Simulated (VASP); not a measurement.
An input for Quantum ESPRESSO's pw.x (written as the equivalent of a VASP run, and not itself run):

```
&CONTROL
  calculation = 'vc-relax'
  pseudo_dir = './pseudo'
  outdir = './out'
  tprnfor = .true.
  tstress = .true.
  nstep = 40
  forc_conv_thr = 0.00078
/
&SYSTEM
  ibrav = 0
  nat = 6
  ntyp = 2
  ecutwfc = 84
  occupations = 'smearing'
  smearing = 'methfessel-paxton'
  degauss = 0.00735
  input_dft = 'pbesol'
/
&ELECTRONS
  conv_thr = 7.3e-08
  electron_maxstep = 100
/
&IONS
/
&CELL
  press = 200
/
ATOMIC_SPECIES
  Ir 192.217 Ir.upf
  O 15.999 O.upf
CELL_PARAMETERS angstrom
     4.3739742   -0.0000000    0.0000000
     0.0000000    4.3739742    0.0000000
     0.0000000    0.0000000    3.1329563
ATOMIC_POSITIONS crystal
  Ir   0.0000000  1.0000000  1.0000000
  Ir   0.5000000  0.5000000  0.5000000
  O    0.3097168  0.3097168  0.0000000
  O    0.8097168  0.1902832  0.5000000
  O    0.1902832  0.8097168  0.5000000
  O    0.6902832  0.6902832  0.0000000
K_POINTS automatic
  7 7 10 0 0 0
```

### Question
Write the VASP files for the same calculation (PBEsol).

### Answer
Several could match; the one computed here: 
POSCAR:
```
IrO2
1
    4.3739741505    -0.0000000000     0.0000000000
    0.0000000000     4.3739741505     0.0000000000
    0.0000000000     0.0000000000     3.1329562852
Ir O
2 4
Direct
  0.0000000000   1.0000000000   1.0000000000
  0.5000000000   0.5000000000   0.5000000000
  0.3097168413   0.3097168413   0.0000000000
  0.8097168413   0.1902831587   0.5000000000
  0.1902831587   0.8097168413   0.5000000000
  0.6902831587   0.6902831587   0.0000000000
```

File KPOINTS:
```
Automatic mesh
0
Gamma
7 7 10
0 0 0
```

### INCAR
```
NSW = 40
SYSTEM = IrO2
LREAL = .FALSE.   # projection in real space or not
EDIFFG = -0.02
GGA = PS   # PBEsol
SIGMA = 0.1   # width (eV)
PREC = Accurate
IBRION = 2
NELM = 100   # most electronic steps
LMAXMIX = 6   # l cut-off of mixed one-centre charges
ISMEAR = 1   # Methfessel-Paxton
EDIFF = 1E-6   # SCF stop (eV)
LASPH = .TRUE.
ISIF = 3   # ions, shape and volume
LWAVE = .FALSE.
PSTRESS = 200
ALGO = Normal
LCHARG = .FALSE.
ENCUT = 620
```

POTCAR, in this order: Ir O (PBE.64 set). Program: vasp_std.

Limits of the translation: the potentials are each code's own (VASP's PAW set, PseudoDojo norm-conserving files in pw.x), so ENCUT and ecutwfc are chosen apart and not converted; conv_thr bounds pw.x's estimated SCF error, while EDIFF bounds the energy change between steps; forc_conv_thr acts on force components and is met together with etot_conv_thr.

The compound is IrO2 in the rutile structure. It was relaxed first under an external pressure of 20 GPa.
